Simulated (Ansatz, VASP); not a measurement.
# Two plane-wave programs on Si3Au

```
Si Au
1.0
     0.00000    3.11342    3.11342
     3.11342    0.00000    3.11342
     3.11342    3.11342    0.00000
Si Au
3 1
Cartesian
  3.1134 3.1134 3.1134
  1.5567 1.5567 1.5567
  4.6701 4.6701 4.6701
  0.0000 0.0000 0.0000
```

Change from the starting cell: species swapped into the Ni3Sn type (Fm-3m, No. 225).

Alike in both runs: task single point; functional PBE; k mesh 6 × 6 × 6; occupations gaussian, width 0.1 eV; no spin polarisation.

|  | VASP | Ansatz |
| --- | --- | --- |
| version | VASP 6.6.1 | Ansatz 0.2.0 |
| potentials or method | VASP PAW PBE potentials, release 64 (Si, Au) | scalar-relativistic, plane waves, PAW |
| plane-wave cutoff (eV) | 520 | 420 |
| valence electrons in the cell | 23 | 31 |

VASP gave:

- gap on the k mesh at the Fermi level (eV): none
- pressure (GPa): 9.9

Which values does Ansatz return?

gap on the k mesh at the Fermi level (eV): none; pressure (GPa): 10.0.

A gap of «none» marks a metal or a gap that the smearing closes. The two sets of potentials don't hold the same shells in valence.

The runs have no spin-orbit coupling, so splittings on Au are missing.
